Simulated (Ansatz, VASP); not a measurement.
**ZrTi2H6: VASP beside Ansatz**

Contents of INCAR:

```
PREC     = Accurate       # precision mode
ENCUT    = 600            # plane-wave cutoff, eV
EDIFF    = 1E-6           # SCF threshold, eV
ISMEAR   = 0              # smearing method
SIGMA    = 0.02           # smearing width, eV
LREAL    = F              # projectors in reciprocal space
LASPH    = T              # aspherical terms in the spheres
NELM     = 100            # most SCF steps
ALGO     = Normal         # electronic algorithm
ISIF     = 3              # what is computed and relaxed
LWAVE    = F              # write WAVECAR
LCHARG   = F              # write CHGCAR
GGA      = PE             # functional
IBRION   = 2              # ionic algorithm
NSW      = 100            # ionic steps
EDIFFG   = -0.01          # ionic threshold
```

KPOINTS

```
regular mesh
0
Gamma
  10 10 10
```

The input POSCAR:

```
ZrTi2H6
1.0
    0.0000000000      3.5684590518      3.5684590518
    3.5684590518      0.0000000000      3.5684590518
    3.5684590518      3.5684590518      0.0000000000
Zr Ti H
1 2 6
Direct
    0.5000000000      0.5000000000      0.5000000000
    0.2500000000      0.2500000000      0.2500000000
    0.7500000000      0.7500000000      0.7500000000
    0.5000000000      0.0000000000      0.0000000000
    0.0000000000      0.5000000000      0.5000000000
    0.0000000000      0.5000000000      0.0000000000
    0.5000000000      0.0000000000      0.5000000000
    0.0000000000      0.0000000000      0.5000000000
    0.5000000000      0.5000000000      0.0000000000
```

Input for Ansatz:

```yaml
crystal:
  lattice:
    - [0.0, 3.5684590518, 3.5684590518]
    - [3.5684590518, 0.0, 3.5684590518]
    - [3.5684590518, 3.5684590518, 0.0]
  atoms:
    - { symbol: Zr, position: [0.5, 0.5, 0.5] }
    - { symbol: Ti, position: [0.25, 0.25, 0.25] }
    - { symbol: Ti, position: [0.75, 0.75, 0.75] }
    - { symbol: H, position: [0.5, 0.0, 0.0] }
    - { symbol: H, position: [0.0, 0.5, 0.5] }
    - { symbol: H, position: [0.0, 0.5, 0.0] }
    - { symbol: H, position: [0.5, 0.0, 0.5] }
    - { symbol: H, position: [0.0, 0.0, 0.5] }
    - { symbol: H, position: [0.5, 0.5, 0.0] }
basis:
  ecutwfc: 420
kpoints:
  mp_grid: { grid: [10, 10, 10] }
hamiltonian:
  xc: pbe
scf:
  occupations: { method: gaussian, width: 0.02 }
output:
  forces: true
  stress: true
  eigenvalues: true
relax:
  adjacent_minimum: "off"
  f_tol: 0.01
  max_steps: 80
  cell: { stress_tol: 0.05 }
```

Alike in both runs: task relaxation of cell and atoms; functional PBE; k mesh 10 × 10 × 10; occupations gaussian, width 0.02 eV; no spin polarisation.

|  | VASP | Ansatz |
| --- | --- | --- |
| version | VASP 6.6.1 | Ansatz 0.2.0 |
| potentials or method | VASP PAW PBE potentials, release 64 (Zr_sv, Ti_sv, H) | scalar-relativistic, plane waves, PAW |
| plane-wave cutoff (eV) | 600 | 420 |
| valence electrons in the cell | 42 | 42 |

```tsv
	VASP	Ansatz	Ansatz less VASP
gap on the k mesh at the Fermi level, each at its own relaxed structure (eV)	none	none	-
relaxed volume (Å³/atom)	10.08	10.07	-0.005
relaxed cell length with the largest relative difference (Å)	5.043	5.043	-0.0008
```

A gap of «none» marks a metal or a gap that the smearing closes.

A k mesh can miss the band edges.
